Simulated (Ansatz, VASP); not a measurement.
# YCN2Cl: VASP beside Ansatz

Wanted: the spread between two codes on one cell, functional and k mesh. The cell is invented: As first built, before any earlier steps moved the atoms: Cl for F, Y for La in the LaCN2F structure of space group Cmcm. It may not be a known or stable phase. The structure shown is the end of the Ansatz relaxation below.

Calculated with Ansatz 0.2.0; plane waves, with VASP 6.6.1 beside it; single point at PBE and single point at PBEsol.

**1. Set-up**

It takes space group Cmcm (No. 63, orthorhombic). Conventional cell: a = 3.494 Å, b = 10.346 Å, c = 10.172 Å, α = 90.00°, β = 90.00°, γ = 90.00°. Nearest to Y lie 4 N at 2.36 Å and 3 Cl at 2.79 to 3.00 Å. Nearest to C lie 2 N at 1.23 Å. N has 1 C at 1.23 Å and 2 Y at 2.36 Å nearest. Nearest to Cl lie 3 Y at 2.79 to 3.00 Å. It derives from LaCN2F. As first built, before any earlier steps moved the atoms: Cl for F, Y for La in the LaCN2F structure of space group Cmcm. Farther neighbours and most contacts between anions are not listed.

Coordinates:

```xyz
10
Lattice="1.7468 -5.1728 0.0000 1.7468 5.1728 0.0000 0.0000 0.0000 10.1724" Properties=species:S:1:pos:R:3 pbc="T T T"
Y     1.7468    4.0012    2.5431
Y     1.7468   -4.0012    7.6293
C     1.7468    0.0000    5.0862
C     1.7468    0.0000    0.0000
N     1.7468   -0.6474    1.0436
N     1.7468    0.6474    6.1298
N     1.7468   -0.6474    4.0426
N     1.7468    0.6474    9.1289
Cl    1.7468    3.3438    7.6293
Cl    1.7468   -3.3438    2.5431
```

**2. Ansatz: relaxation, PBE**

Ansatz runs on its default PAW (the set named soft_2) files.

This run makes the geometry at which the two programs are then compared.

The input, input.yaml:

```yaml
crystal:
  lattice:
    - [1.9841313688, -4.4671256845, 0.0]
    - [1.9841313688, 4.4671256845, 0.0]
    - [0.0, 0.0, 8.008126104]
  atoms:
    - { symbol: "Y", position: [0.222184, 0.777816, 0.25] }
    - { symbol: "Y", position: [0.777816, 0.222184, 0.75] }
    - { symbol: C, position: [0.5, 0.5, 0.5] }
    - { symbol: C, position: [0.5, 0.5, 0.0] }
    - { symbol: "N", position: [0.632076, 0.367924, 0.052619] }
    - { symbol: "N", position: [0.367924, 0.632076, 0.552619] }
    - { symbol: "N", position: [0.632076, 0.367924, 0.447381] }
    - { symbol: "N", position: [0.367924, 0.632076, 0.947381] }
    - { symbol: Cl, position: [0.08119, 0.91881, 0.75] }
    - { symbol: Cl, position: [0.91881, 0.08119, 0.25] }
kpoints:
  mp_grid: { grid: [6, 6, 4] }
scf:
  occupations: { method: gaussian, width: 0.03 }
hamiltonian:
  xc: pbe
output:
  forces: true
  stress: true
relax:
  f_tol: 0.02
  max_steps: 60
  cell: {}
```

Command:

```bash
ansatz run input.yaml --threads 2 --pin off --max-ram 4096MiB --backend cpu --events-out ev --progress --plain --runs-dir out
```

Numbers of over 12 decimals in the logs are rounded to 6 here.

Output:

```text
Engine: ansatz 0.2.0, aarch64-unknown-linux-gnu
Pseudopotentials: kind: paw
Pseudopotential: Y, paw, valence charge 11, recommended cutoff 420 eV (normal), Y.paw.azcp
Pseudopotential: C, paw, valence charge 4, recommended cutoff 420 eV (normal), C.paw.azcp
Pseudopotential: N, paw, valence charge 5, recommended cutoff 420 eV (normal), N.paw.azcp
Pseudopotential: Cl, paw, valence charge 7, recommended cutoff 420 eV (normal), Cl.paw.azcp
Functional definition: PBE
  parameter kappa = 0.804
  parameter beta = 0.066725
  exchange = pbe_x(kappa = kappa, mu = beta*pi^2/3)
  correlation = pbe_c(beta = beta)
Crystal: 10 atoms, lattice volume = 141.958 Å³
Basis set: ecut = 420 eV, 2771 PW (Γ), exchange–correlation on 72×72×108 points (8 copies of the dense FFT grid, shifted against one another)
Bands: 42, of which v1, the nominal top of the filled ones, is band 32 counted from 1 (31 counted from 0)
Symmetry: 8 space group operations
Space group: Cmcm (ITA 63), of the structure as read, at distance tolerance 5.2e-5 Å
k-points: 39 of 144
Non-local potential: Y, projectors of the file, l = 0: 3, l = 1: 2, l = 2: 2, l = 3: 1
Non-local potential: C, projectors of the file, l = 0: 2, l = 1: 2, l = 2: 1
Non-local potential: N, projectors of the file, l = 0: 2, l = 1: 2, l = 2: 1
Non-local potential: Cl, projectors of the file, l = 0: 2, l = 1: 2, l = 2: 2
PAW form: soft (Blöchl's): semilocal exchange-correlation on the pseudo side does not see the compensation charge
PAW one-centre angular grid: Y, 590 points (default); XC on 64 Gauss nodes
PAW one-centre angular grid: C, 110 points (default); XC on 64 Gauss nodes
PAW one-centre angular grid: N, 110 points (default); XC on 64 Gauss nodes
PAW one-centre angular grid: Cl, 110 points (default); XC on 64 Gauss nodes
Initial density: superposition of atomic densities (neutral atoms: chi_scale 0, normalization atom), corrected by the library's trained network
Initial wavefunctions: pseudopotential atomic-orbital guess
Functional: x = pbe(κ = 0.804, μ = 0.219515), c = pbe(β = 0.066725)
SCF iter   1: F=—  HF=-11904.474464 eV  |F-HF|=—  |Δ(HF+E_count)|=         —  Δρ=4.15e-3  dr2=2.73e-2  ethr=1.77e-3  ⟨swp⟩=6.5  Hψ=6801  notcnv=0  defer=2
preconditioner: auto → Resta (q_TF=auto, 2.389 Å⁻¹)  ε∞=3.8  [insulator: Δε(μ)=2.840 eV  Ē_g=14.320 eV  σ=0.030 eV  W_gap=1.00  n_scr=36 (ndim 8)  ℏωp=24.1 eV  f_vac=0.001  D(μ)=0.00/eV (n_scr^D=0)  ε∞_Penn≈3.8]
SCF iter   2: F=—  HF=-11904.472914 eV  |F-HF|=—  |Δ(HF+E_count)|=   1.55e-3  Δρ=1.71e-3  dr2=3.38e-3  ethr=4.26e-5  ⟨swp⟩=2.0  Hψ=3124  notcnv=0  defer=131
SCF iter   3: F=—  HF=-11904.474243 eV  |F-HF|=—  |Δ(HF+E_count)|=   1.33e-3  Δρ=9.55e-4  dr2=9.21e-4  ethr=5.27e-6  ⟨swp⟩=2.6  Hψ=2474  notcnv=0  defer=131
SCF iter   4: F=—  HF=-11904.474903 eV  |F-HF|=—  |Δ(HF+E_count)|=   6.59e-4  Δρ=1.91e-4  dr2=5.78e-5  ethr=1.44e-6  ⟨swp⟩=2.2  Hψ=2412  notcnv=0  defer=131
SCF iter   5: F=—  HF=-11904.474767 eV  |F-HF|=—  |Δ(HF+E_count)|=   1.35e-4  Δρ=5.93e-5  dr2=4.13e-6  ethr=9.04e-8  ⟨swp⟩=2.2  Hψ=2504  notcnv=0  defer=131
SCF iter   6: F=—  HF=-11904.474772 eV  |F-HF|=—  |Δ(HF+E_count)|=   4.73e-6  Δρ=1.28e-5  dr2=2.83e-7  ethr=6.46e-9  ⟨swp⟩=2.2  Hψ=2372  notcnv=0  defer=131
SCF iter   7: F=-11904.474772 eV  HF=-11904.474772 eV  |F-HF|=2.01e-8  |Δ(HF+E_count)|=   3.08e-7  Δρ=3.47e-6  dr2=2.13e-8  ethr=1.56e-10  ⟨swp⟩=5.0  Hψ=5367  notcnv=0
SCF 1 converged in 7 iterations: F = -11904.474772 eV  dr2 = 2.13e-8
  greatest PAW one-centre occupation: 0.993 electrons in one spin orbital (limit 2), on the Y atom at site 1 (counted from 0), in its partial waves of l = 0
relax step   1: F+E_penalty+E_count = -11904.47477224 eV  Δ(F+E_penalty+E_count) = +0.000e0 eV  max|allowed force component| = 1.088e0 eV/Å  Δτ_max = 0.0000 Å  P = -2.361 GPa  Ω = 141.958 Å³  (7 SCF iters, dr2 threshold 1.00e-7 eV, accepted)
[...]
relax step  27: F+E_penalty+E_count = -11905.85217534 eV  Δ(F+E_penalty+E_count) = -6.924e-3 eV  max|allowed force component| = 9.531e-3 eV/Å  Δτ_max = 0.0000 Å  P = -0.023 GPa  Ω = 183.543 Å³  stress off target by 7.33e-2 GPa  SCF on the basis re-selected at this cell (its energy is not comparable with the rows above)  (6 SCF iters)
[...]
relax step  28: F+E_penalty+E_count = -11905.85194605 eV  Δ(F+E_penalty+E_count) = +2.293e-4 eV  max|allowed force component| = 2.397e-2 eV/Å  Δτ_max = 0.0080 Å  P = -0.026 GPa  Ω = 183.777 Å³  energy of the carried Pulay correction = -2.957e-4 eV  (6 SCF iters, dr2 threshold 1.34e-8 eV, accepted)
[...]
relax step  29: F+E_penalty+E_count = -11905.85187133 eV  Δ(F+E_penalty+E_count) = +7.472e-5 eV  max|allowed force component| = 2.263e-3 eV/Å  Δτ_max = 0.0011 Å  P = -0.000 GPa  Ω = 183.831 Å³  energy of the carried Pulay correction = -3.873e-4 eV  (4 SCF iters, dr2 threshold 3.59e-8 eV, accepted)
[...]
relax step  30: F+E_penalty+E_count = -11905.85222561 eV  Δ(F+E_penalty+E_count) = -3.543e-4 eV  max|allowed force component| = 2.234e-3 eV/Å  Δτ_max = 0.0000 Å  P = +0.000 GPa  Ω = 183.831 Å³  stress off target by 7.78e-3 GPa  SCF on the basis re-selected at this cell (its energy is not comparable with the rows above)  (5 SCF iters)
basis re-selected at this cell: Δ(F+E_penalty+E_count) = -3.543e-4 eV, ΔP = +0.000 GPa vs the last step (what re-selecting the basis moved, of the pressure what is left beyond the Pulay correction that the steps carried, after the strain that the cell walked since its last selection, with what the two solves' SCF thresholds leave and, on support functions, any second-order correction that the steps lacked; it is no m [...]
SCF converged after 5 iterations
Free energy (F): -11905.852226 eV
Harris-Foulkes:  -11905.852226 eV  (|F-HF|=1.26e-10)
Internal energy: -11905.852226 eV  (E = F + TS)
E sigma→0 (E₀):  -11905.852226 eV
Fermi energy:    5.802351 eV
--- Per-component energies (eV) ---
  E_band       = -457.385755
  E_kinetic    = 1631.509456
  E_local      = -3762.006403  (includes V_loc(G=0)·N_el)
  E_nonlocal   = 396.526139
  E_hartree    = 1265.206223
  E_xc         = -894.910329
  E_vxc        = -1062.703178  (∫ρ·V_xc dr)
  E_paw        = -7677.932134  (= ΣΔE_a)
  E_vpaw       = -191.124900  (= ΣTr[D̂ρ^β])
  E_aug_tail   = 0.000607  (compensation charges beyond the density's cutoff)
  E_ewald      = -2864.245785
  E_smearing   = -0.000000  (= −TS)
  E_closure    = -0.000000  (closes the sum)
  Σ components = -11905.852226   (vs F -11905.852226, Δ=0.00e0)
--- Forces (eV/Å), atoms counted from 1 ---
  atom   1  Y      0.00000000    -0.00089006     0.00000000
  atom   2  Y      0.00000000     0.00089006     0.00000000
  atom   3  C      0.00000000    -0.00000000     0.00000000
  atom   4  C      0.00000000     0.00000000     0.00000000
  atom   5  N      0.00000000     0.00120110     0.00061746
  atom   6  N      0.00000000    -0.00120110     0.00061746
  atom   7  N      0.00000000     0.00120110    -0.00061746
  atom   8  N      0.00000000    -0.00120110    -0.00061746
  atom   9  Cl     0.00000000     0.00223440     0.00000000
  atom  10  Cl     0.00000000    -0.00223440     0.00000000
  max |Σ_I F_I| component: 1.39e-17 eV/Å
--- Stress (GPa, compression-positive) ---
       -0.006890       0.000000       0.000000
        0.000000      -0.000859       0.000000
        0.000000       0.000000       0.007780
  P = ⅓ Tr σ = 0.0000 GPa (0.000 kbar)
--- Relaxed structure (26 steps of the walk, 26 accepted, 4 SCFs on fresh bases) ---
  F+E_penalty+E_count = -11905.85222561 eV   max|allowed force component| = 2.234e-3 eV/Å   (the final SCF, on the basis selected at the relaxed cell)
  cell:  # Å, volume = 183.8307 Å³
    - [1.746766, -5.172833, 0.0]
    - [1.746766, 5.172833, 0.0]
    - [0.0, 0.0, 10.172430]
  atoms:
    - { symbol: Y, position: [0.113253, 0.886747, 0.25] }
    - { symbol: Y, position: [0.886747, 0.113253, 0.750000] }
    - { symbol: C, position: [0.5, 0.5, 0.5] }
    - { symbol: C, position: [0.5, 0.5, -4.386563090082222e-19] }
    - { symbol: N, position: [0.562575, 0.437425, 0.102588] }
    - { symbol: N, position: [0.437425, 0.562575, 0.602588] }
    - { symbol: N, position: [0.562575, 0.437425, 0.397412] }
    - { symbol: N, position: [0.437425, 0.562575, 0.897412] }
    - { symbol: Cl, position: [0.176795, 0.823205, 0.750000] }
    - { symbol: Cl, position: [0.823205, 0.176795, 0.25] }
```

Reading the cycles: dr2 is the Hartree energy of the density residual (eV), the measure of convergence; HF is the Harris–Foulkes estimate of the energy, which meets the free energy F at convergence.

**3. VASP: single point, PBE**

The same cell, functional, mesh and smearing now go to VASP, with its own data sets and cutoff.

Lines of VASP's logs that name or quote its potential files are left out, and so is its time.

The input, INCAR:

```
SYSTEM = YCN2Cl
PREC = Accurate
ENCUT = 520
EDIFF = 1E-06
NELM = 100
ISMEAR = 0
SIGMA = 0.03
LREAL = .FALSE.
ALGO = Normal
GGA = PE
NBANDS = 42
LASPH = .TRUE.
LORBIT = 11
LWAVE = .FALSE.
LCHARG = .FALSE.
KPAR = 4
ISIF = 2
```

The input, POSCAR:

```
YCN2Cl
1.0
    1.7467660772     -5.1728334721      0.0000000000
    1.7467660772      5.1728334721      0.0000000000
    0.0000000000      0.0000000000     10.1724300273
Y C N Cl
2 2 4 2
Direct
    0.1132532466      0.8867467534      0.2500000000
    0.8867467534      0.1132532466      0.7500000000
    0.5000000000      0.5000000000      0.5000000000
    0.5000000000      0.5000000000      0.0000000000
    0.5625749497      0.4374250503      0.1025884601
    0.4374250503      0.5625749497      0.6025884601
    0.5625749497      0.4374250503      0.3974115399
    0.4374250503      0.5625749497      0.8974115399
    0.1767953729      0.8232046271      0.7500000000
    0.8232046271      0.1767953729      0.2500000000
```

The input, KPOINTS:

```
Automatic mesh
0
Gamma
6 6 4
0 0 0
```

Potentials, in the order of the species: Y_sv, C, N and Cl (PBE family, release 64).

Command:

```bash
mpirun -np 4 vasp_std
```

Output:

```text
[banner, memory and clock lines left out]
running    4 mpi-ranks, on    1 nodes
 distrk:  each k-point on    1 cores,    4 groups
 distr:  one band on    1 cores,    1 groups

 POSCAR found type information on POSCAR Y C N Cl
 POSCAR found :  4 types and      10 ions
 LDA part: xc-table for (Slater+PW92), standard interpolation
 POSCAR, INCAR and KPOINTS ok, starting setup
 FFT: planning ... GRIDC
 FFT: planning ... GRID_SOFT
 FFT: planning ... GRID
 WAVECAR not read
 entering main loop
       N       E                     dE             d eps       ncg     rms          rms(c)
DAV:   1     0.443318528482E+03    0.44332E+03   -0.31386E+04  3292   0.141E+03
DAV:   2    -0.486696229083E+02   -0.49199E+03   -0.47271E+03  4202   0.342E+02
DAV:   3    -0.890565285564E+02   -0.40387E+02   -0.40064E+02  4672   0.920E+01
DAV:   4    -0.910868084985E+02   -0.20303E+01   -0.20253E+01  5176   0.175E+01
DAV:   5    -0.911430432186E+02   -0.56235E-01   -0.56222E-01  4672   0.275E+00    0.397E+01
DAV:   6    -0.802980476204E+02    0.10845E+02   -0.32045E+01  3944   0.285E+01    0.338E+01
DAV:   7    -0.801038273758E+02    0.19422E+00   -0.82296E+00  4680   0.116E+01    0.232E+01
DAV:   8    -0.802730856515E+02   -0.16926E+00   -0.29171E+00  4004   0.690E+00    0.475E+00
DAV:   9    -0.800694111594E+02    0.20367E+00   -0.13060E+00  4056   0.448E+00    0.762E-01
DAV:  10    -0.800728909018E+02   -0.34797E-02   -0.97248E-02  3896   0.141E+00    0.310E-01
DAV:  11    -0.800729308479E+02   -0.39946E-04   -0.49897E-03  4272   0.347E-01    0.200E-01
DAV:  12    -0.800733982210E+02   -0.46737E-03   -0.12547E-03  4282   0.172E-01    0.102E-01
DAV:  13    -0.800736133559E+02   -0.21513E-03   -0.32963E-04  4278   0.957E-02    0.418E-02
DAV:  14    -0.800736245415E+02   -0.11186E-04   -0.30369E-05  4446   0.297E-02    0.902E-03
DAV:  15    -0.800736366707E+02   -0.12129E-04   -0.11688E-05  3390   0.167E-02    0.373E-03
DAV:  16    -0.800736378657E+02   -0.11950E-05   -0.21807E-06  3190   0.640E-03    0.359E-03
DAV:  17    -0.800736377659E+02    0.99793E-07   -0.45408E-07  2350   0.377E-03
   1 F= -.80073638E+02 E0= -.80073638E+02  d E =-.170322E-12
```

Parts of OUTCAR (step 3):

```text
ion  position               nearest neighbor table
   1  0.113  0.887  0.250-   5 2.36   7 2.36   5 2.36   7 2.36  10 2.79  10 2.79  10 3.00
   2  0.887  0.113  0.750-   6 2.36   8 2.36   6 2.36   8 2.36   9 2.79   9 2.79   9 3.00
   3  0.500  0.500  0.500-   6 1.23   7 1.23
   4  0.500  0.500  0.000-   5 1.23   8 1.23
   5  0.563  0.437  0.103-   4 1.23   1 2.36   1 2.36
   6  0.437  0.563  0.603-   3 1.23   2 2.36   2 2.36
   7  0.563  0.437  0.397-   3 1.23   1 2.36   1 2.36
   8  0.437  0.563  0.897-   4 1.23   2 2.36   2 2.36
   9  0.177  0.823  0.750-   2 2.79   2 2.79   2 3.00
  10  0.823  0.177  0.250-   1 2.79   1 2.79   1 3.00

  LATTYP: Found a base centered orthorhombic cell.
 ALAT       =     3.4935321544
 B/A-ratio  =     2.9613773359
 C/A-ratio  =     2.9117894377

 Subroutine GETGRP returns: Found  8 space group operations
 (whereof  4 operations were pure point group operations)

The static configuration has the point symmetry C_2h.
 The point group associated with its full space group is D_2h.

 Found     39 irreducible k-points:

   k-points           NKPTS =     39   k-points in BZ     NKDIM =     39   number of bands    NBANDS=     42

   dimension x,y,z NGX =    42 NGY =   42 NGZ =   80
   dimension x,y,z NGXF=    84 NGYF=   84 NGZF=  160

   ENCUT  =  520.0 eV  38.22 Ry    6.18 a.u.  10.15 10.15 18.91*2*pi/ulx,y,z

   NELECT =      64.0000    total number of electrons

 k-points in reciprocal lattice and weights: Automatic mesh
   0.00000000  0.00000000  0.00000000       0.007
   0.16666667 -0.00000000  0.00000000       0.028
   0.33333333 -0.00000000  0.00000000       0.028
   0.50000000  0.00000000  0.00000000       0.014
   0.16666667  0.16666667  0.00000000       0.014
   0.33333333  0.16666667  0.00000000       0.028
   0.50000000  0.16666667  0.00000000       0.028
  -0.33333333  0.16666667  0.00000000       0.028
  -0.16666667  0.16666667  0.00000000       0.014
[...]
-0.33333333  0.33333333  0.50000000       0.014
   0.50000000  0.50000000  0.50000000       0.007

 average (electrostatic) potential at core
       1 -38.7474       2 -38.7474       3 -54.3504       4 -54.3504       5 -66.4264
       6 -66.4264       7 -66.4264       8 -66.4264       9 -93.5442      10 -93.5442

 E-fermi :   1.1708

 k-point     1 :       0.0000    0.0000    0.0000
  band No.  band energies     occupation
    ...
     28      -0.6375      2.00000
     29      -0.5976      2.00000
     30       0.3516      2.00000
     31       0.3563      2.00000
     32       0.6191      2.00000
     33       4.2939      0.00000
     34       4.3654      0.00000
     35       4.8982      0.00000
     36       4.9669      0.00000
     37       5.5321      0.00000
    ...

 k-point     2 :       0.1667   -0.0000    0.0000
  band No.  band energies     occupation
    ...
     28      -0.9926      2.00000
     29      -0.3873      2.00000
     30       0.1597      2.00000
     31       0.4790      2.00000
     32       0.5197      2.00000
     33       4.7800      0.00000
     34       4.8188      0.00000
     35       5.0373      0.00000
     36       5.2422      0.00000
     37       5.6828      0.00000
    ...

 k-point     3 :       0.3333   -0.0000    0.0000
  band No.  band energies     occupation
    ...
     28      -0.8163      2.00000
     29      -0.5582      2.00000
     30      -0.1716      2.00000
     31       0.4932      2.00000
     32       0.8408      2.00000
     33       5.1854      0.00000
     34       5.3076      0.00000
     35       5.3553      0.00000
     36       5.5290      0.00000
     37       5.8132      0.00000
    ...

  Total       -0.1892657      0.0329479      0.3061998      0.0000000      0.0000000      0.0000000
  in kB       -1.6495467      0.2871578      2.6686863      0.0000000      0.0000000      0.0000000
  external PRESSURE =       0.4354325 kB  Pullay stress =       0.0000000 kB

  energy-cutoff  :      520.00
  volume of cell :      183.83
      direct lattice vectors                 reciprocal lattice vectors
     1.746766077 -5.172833472  0.000000000     0.286243251 -0.096658824  0.000000000
     1.746766077  5.172833472  0.000000000     0.286243251  0.096658824  0.000000000
     0.000000000  0.000000000 10.172430027     0.000000000  0.000000000  0.098304928

 POSITION                                       TOTAL-FORCE (eV/Angst)
 -----------------------------------------------------------------------------------
      1.74677      4.00115      2.54311         0.000000     -0.008679      0.000000
      1.74677     -4.00115      7.62932         0.000000      0.008679      0.000000
      1.74677      0.00000      5.08622         0.000000      0.000000      0.000000
      1.74677      0.00000      0.00000         0.000000      0.000000      0.000000
      1.74677     -0.64738      1.04357         0.000000     -0.051848      0.093908
      1.74677      0.64738      6.12979         0.000000      0.051848      0.093908
      1.74677     -0.64738      4.04264         0.000000     -0.051848     -0.093908
      1.74677      0.64738      9.12886         0.000000      0.051848     -0.093908
      1.74677      3.34377      7.62932         0.000000      0.000465      0.000000
      1.74677     -3.34377      2.54311         0.000000     -0.000465      0.000000
 -----------------------------------------------------------------------------------
    total drift:                               -0.000000      0.000000      0.000000

  FREE ENERGIE OF THE ION-ELECTRON SYSTEM (eV)
  ---------------------------------------------------
  free  energy   TOTEN  =       -80.0736377659 eV

  energy  without entropy=      -80.0736377659  energy(sigma->0) =      -80.07363777

 total charge
# of ion       s       p       d       f       tot
--------------------------------------------------
    1        2.158   6.382   0.848   0.095   9.483
    2        2.158   6.382   0.848   0.095   9.483
    3        0.933   1.766   0.000   0.000   2.700
    4        0.933   1.766   0.000   0.000   2.700
    5        1.259   2.652   0.000   0.000   3.910
    6        1.259   2.652   0.000   0.000   3.910
    7        1.259   2.652   0.000   0.000   3.910
    8        1.259   2.652   0.000   0.000   3.910
    9        1.594   3.570   0.000   0.000   5.163
   10        1.594   3.570   0.000   0.000   5.163
--------------------------------------------------
tot         14.405  34.042   1.696   0.190  50.333

[... 3 further parts left out ...]
```

The gap is read on the k-mesh alone, so it is an upper bound where the band edges lie off the mesh.

(Part 1 of 2 ends here.)

[Lines on the potential files, build, host, timing and source positions are cut from VASP's logs without a mark.]

[Logs are printed without paths, hosts, clocks, repeated set-up lines and the standing remarks that a program may print on its own settings, such as how far it seeks lower states.]

[Hosts, paths, dates, database ids (printed as entryN), source tags and the programs' standing remarks are cut or masked in the printed files.]
